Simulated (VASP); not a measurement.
# SrZr2O3 (P6/mmm) in VASP: elastic constants with PBE

Aim: the elastic constants of SrZr2O3 with PBE.

Program: VASP 6.6.1. These are calculated values, not measurements. Logs are shortened: lines on timing, memory, paths and dates and some standing lists are left out, and cuts for length are marked.

## Step 1: The structure

It takes space group P6/mmm (No. 191, hexagonal). The conventional cell has a = 5.482 Å, b = 5.482 Å, c = 3.264 Å, α = 90.00°, β = 90.00°, γ = 120.00°. Sr (site symmetry 6/mmm) is surrounded by 6 O at 2.74 Å. Around Zr (site symmetry -6m2) lie 6 O at 2.27 Å. O (site symmetry mmm) has 4 Zr at 2.27 Å as nearest neighbours.

The cell was built by a generator and needn't be a form met in nature.

## Step 2: Elastic constants, PBE

File POSCAR:

```
SrZr2O3
1.0
    5.4820590000      0.0000000000      0.0000000000
   -2.7410290000      4.7476020000      0.0000000000
    0.0000000000      0.0000000000      3.2643800000
Sr Zr O
1 2 3
Direct
    0.0000000000      0.0000000000      0.0000000000
    0.3333330000      0.6666670000      0.5000000000
    0.6666670000      0.3333330000      0.5000000000
    0.5000000000      0.0000000000      0.0000000000
    0.0000000000      0.5000000000      0.0000000000
    0.5000000000      0.5000000000      0.0000000000
```

File INCAR.step1:

```
ALGO = Normal
EDIFF = 1E-8
EDIFFG = -0.002
ENCUT = 520
GGA = PE
IBRION = 2
ISIF = 3
ISMEAR = 0
KPAR = 4
LASPH = True
LCHARG = False
LREAL = False
LWAVE = False
NELM = 60
NSW = 40
PREC = Accurate
SIGMA = 0.1
```

File INCAR.step2:

```
ALGO = Normal
EDIFF = 1E-8
ENCUT = 520
GGA = PE
IBRION = 6
ISIF = 3
ISMEAR = 0
KPAR = 4
LASPH = True
LCHARG = False
LREAL = False
LWAVE = False
NELM = 60
NFREE = 2
NSW = 1
POTIM = 0.015
PREC = Accurate
SIGMA = 0.1
```

File KPOINTS:

```
k-points
0
Gamma
  6 6 10
```

Potentials or basis: VASP PAW PBE potentials, release 64 (Sr_sv, Zr_sv, O).

Run with:

```bash
$ cat potpaw_PBE.64/Sr_sv/POTCAR potpaw_PBE.64/Zr_sv/POTCAR potpaw_PBE.64/O/POTCAR > POTCAR
$ cp INCAR.step1 INCAR
$ mpirun -np 4 vasp_std > vasp.out
$ cp CONTCAR POSCAR
$ cp INCAR.step2 INCAR
$ mpirun -np 4 vasp_std > vasp.out
```

OUTCAR:

```text
EDIFF = 1E-8
   ENCUT = 520
   GGA = PE
   IBRION = 6
   ISIF = 3
   ISMEAR = 0
   LASPH = True
   LREAL = False
   NELM = 60
   NFREE = 2
   NSW = 1
   POTIM = 0.015
   PREC = Accurate

 ion  position               nearest neighbor table
   1  0.000  0.000  0.000-   5 2.74   5 2.74   6 2.74   6 2.74   4 2.74   4 2.74   3 3.56   3 3.56
                             2 3.56   2 3.56   2 3.56   3 3.56   2 3.56   3 3.56   2 3.56   3 3.56
   2  0.333  0.667  0.500-   4 2.27   4 2.27   5 2.27   5 2.27   6 2.27   6 2.27   3 3.16   3 3.16
                             3 3.16   1 3.56   1 3.56   1 3.56   1 3.56   1 3.56   1 3.56
   3  0.667  0.333  0.500-   4 2.27   4 2.27   5 2.27   5 2.27   6 2.27   6 2.27   2 3.16   2 3.16
                             2 3.16   1 3.56   1 3.56   1 3.56   1 3.56   1 3.56   1 3.56
   4  0.500  0.000  0.000-   2 2.27   3 2.27   2 2.27   3 2.27   1 2.74   1 2.74
   5  0.000  0.500  0.000-   2 2.27   3 2.27   2 2.27   3 2.27   1 2.74   1 2.74
   6  0.500  0.500  0.000-   2 2.27   3 2.27   2 2.27   3 2.27   1 2.74   1 2.74

  LATTYP: Found a hexagonal cell.
 ALAT       =     5.4816160135
 C/A-ratio  =     0.5954927783

  Lattice vectors:

 A1 = (   5.4816160135,  -0.0000000000,   0.0000000000)
 A2 = (  -2.7408075068,   4.7472183625,   0.0000000000)
 A3 = (   0.0000000000,   0.0000000000,   3.2642627494)

Analysis of symmetry for initial positions (statically):
=====================================================================
 Subroutine PRICEL returns:
 Original cell was already a primitive cell.

 Routine SETGRP: Setting up the symmetry group for a
 hexagonal supercell.

 Subroutine GETGRP returns: Found 24 space group operations
 (whereof 24 operations were pure point group operations)
 out of a pool of 24 trial point group operations.

The static configuration has the point symmetry D_6h.

Analysis of symmetry for dynamics (positions and initial velocities):
[... 1204 lines left out ...]
     31      11.6669      0.00000

 [... further k-points ...]
[... 5 lines left out ...]
  --------------------------------------------------------------------------------------
  -------------------------------------------------------------------------------------
  Total        0.0013962      0.0061574      0.0137388      0.0000000      0.0000000      0.0000000
  in kB        0.0263352      0.1161378      0.2591348      0.0000000      0.0000000      0.0000000
  external PRESSURE =       0.1338692 kB  Pullay stress =       0.0000000 kB
[... 21 lines left out ...]
  FREE ENERGIE OF THE ION-ELECTRON SYSTEM (eV)
  ---------------------------------------------------
  free  energy   TOTEN  =       -48.1329460885 eV

  energy  without entropy=      -48.1181810703  energy(sigma->0) =      -48.12556358

 INTERNAL STRAIN TENSORS FROM STRAINED CELLS
 ============================================

 INTERNAL STRAIN TENSOR FOR ION    1 for displacements in x,y,z  (eV/Angst):
          X           Y           Z          XY          YZ          ZX
  --------------------------------------------------------------------------------
  x     0.00000    -0.00000    -0.00000     0.00000     0.00000     0.00000
  y     0.00000     0.00000    -0.00000     0.00000     0.00000     0.00000
  z     0.00000     0.00000     0.00000     0.00000     0.00000     0.00000

 INTERNAL STRAIN TENSORS FROM DISPLACED ATOMS
 ============================================

 INTERNAL STRAIN TENSOR FOR ION    1 for displacements in x,y,z  (eV/Angst):
          X           Y           Z          XY          YZ          ZX
  --------------------------------------------------------------------------------
  x     0.00000     0.00000     0.00000     0.00000     0.00000     0.00000
  y     0.00000     0.00000     0.00000     0.00000     0.00000     0.00000
  z     0.00000     0.00000     0.00000     0.00000     0.00000     0.00000

 INTERNAL STRAIN TENSOR FOR ION    6 for displacements in x,y,z  (eV/Angst):
          X           Y           Z          XY          YZ          ZX
  --------------------------------------------------------------------------------
  x     0.00000     0.00000     0.00000     0.00000     0.00000     0.00000
  y     0.00000     0.00000     0.00000     0.00000     0.00000     0.00000
  z     0.00000     0.00000     0.00000     0.00000     0.00000     0.00000

 Eigenvectors and eigenvalues of the dynamical matrix
 ----------------------------------------------------

   1 f  =   17.423580 THz   109.475584 2PiTHz  581.188083 cm-1    72.058106 meV
             X         Y         Z           dx          dy          dz
      0.000000  0.000000  0.000000    -0.000000   -0.000000   -0.000000
     -0.000002  3.164814  1.632131     0.000000    0.000000    0.000000
      2.740811  1.582405  1.632131     0.000000    0.000000    0.000000
      2.740808 -0.000000  0.000000     0.000000    0.577350   -0.000000
     -1.370404  2.373609  0.000000    -0.500000   -0.288675   -0.000000
      1.370404  2.373609  0.000000     0.500000   -0.288675   -0.000000
[... 145 lines left out ...]
  18 f/i=    0.006035 THz     0.037919 2PiTHz    0.201306 cm-1     0.024959 meV
             X         Y         Z           dx          dy          dz
      0.000000  0.000000  0.000000    -0.466738   -0.239089   -0.000000
     -0.000002  3.164814  1.632131    -0.476594   -0.244138   -0.000000
      2.740811  1.582405  1.632131    -0.476594   -0.244138   -0.000000
      2.740808 -0.000000  0.000000    -0.200089   -0.102414   -0.000000
     -1.370404  2.373609  0.000000    -0.199933   -0.102407   -0.000000
      1.370404  2.373609  0.000000    -0.200004   -0.102546   -0.000000

--------------------------------------------------------------------------------------------------------

 ELASTIC MODULI CONTR FROM IONIC RELAXATION (kBar)
 Direction    XX          YY          ZZ          XY          YZ          ZX
 --------------------------------------------------------------------------------
 XX         -43.0398     43.0398     -0.0000     -0.0000      0.0000      0.0000
 YY          43.0398    -43.0398      0.0000     -0.0000      0.0000     -0.0000
 ZZ          -0.0000      0.0000     -0.0000      0.0000      0.0000      0.0000
 XY          -0.0000     -0.0000      0.0000    -43.0398      0.0000     -0.0000
 YZ           0.0000      0.0000      0.0000      0.0000      0.0000      0.0000
 ZX           0.0000     -0.0000      0.0000     -0.0000      0.0000     -0.0000
 --------------------------------------------------------------------------------

 TOTAL ELASTIC MODULI (kBar)
 Direction    XX          YY          ZZ          XY          YZ          ZX
 --------------------------------------------------------------------------------
 XX        2328.6038   1035.2393    825.1069      0.0002      0.0000      0.0000
 YY        1035.2393   2328.6031    825.1067      0.0002      0.0000     -0.0000
 ZZ         825.1069    825.1067   3692.9466      0.0001      0.0000     -0.0000
 XY           0.0002      0.0002      0.0001    646.6821      0.0000     -0.0000
 YZ           0.0000      0.0000      0.0000      0.0000    769.4395      0.0001
 ZX           0.0000     -0.0000     -0.0000     -0.0000      0.0001    769.4402
 --------------------------------------------------------------------------------
```

OSZICAR.step1:

```text
N       E                     dE             d eps       ncg     rms          rms(c)
DAV:   1     0.464131499328E+03    0.46413E+03   -0.29401E+04  2604   0.170E+03
[... 29 lines left out ...]
DAV:   1    -0.481338497300E+02   -0.43607E-05   -0.12021E-04  2863   0.828E-02    0.198E-02
DAV:   2    -0.481338470120E+02    0.27180E-05   -0.14032E-05  3193   0.230E-02    0.609E-03
DAV:   3    -0.481338465823E+02    0.42971E-06   -0.19616E-06  4013   0.933E-03    0.258E-03
DAV:   4    -0.481338464039E+02    0.17837E-06   -0.42138E-07  3996   0.301E-03    0.204E-03
DAV:   5    -0.481338462178E+02    0.18606E-06   -0.52577E-08  3938   0.890E-04    0.143E-03
DAV:   6    -0.481338458726E+02    0.34526E-06   -0.66114E-08  3897   0.111E-03    0.306E-04
DAV:   7    -0.481338458786E+02   -0.60118E-08   -0.45489E-09  1736   0.352E-04
   3 F= -.48133846E+02 E0= -.48126464E+02  d E =-.149617E-05
```

Run time: 13 min. Hardware: 4 MPI ranks of AMD EPYC 9R45 (Zen 5), shared host; peak memory 0.57 GiB.

What came out:

```yaml
Voigt_bulk_modulus: 152 GPa
Highest_phonon_frequency_at_Γ_LO-TO_splitting_left_out: 581 cm⁻¹
```

Phonon frequencies in cm⁻¹ (negative: imaginary):
| q point | frequencies |
| --- | --- |
| (0.000, 0.000, 0.000) | 0 0 0 115 158 163 163 164 187 187 229 229 357 357 405 417 417 581 |

Elastic tensor in Voigt notation (GPa, in the Cartesian axes of the cell as first typed):
```
233 104  83   0   0   0
104 233  83   0   0   0
 83  83 369   0   0   0
  0   0   0  77   0   0
  0   0   0   0  77   0
  0   0   0   0   0  65
```

Clamped-ion elastic tensor (GPa):
```
237  99  83   0   0   0
 99 237  83   0   0   0
 83  83 369   0   0   0
  0   0   0  77   0   0
  0   0   0   0  77   0
  0   0   0   0   0  69
```
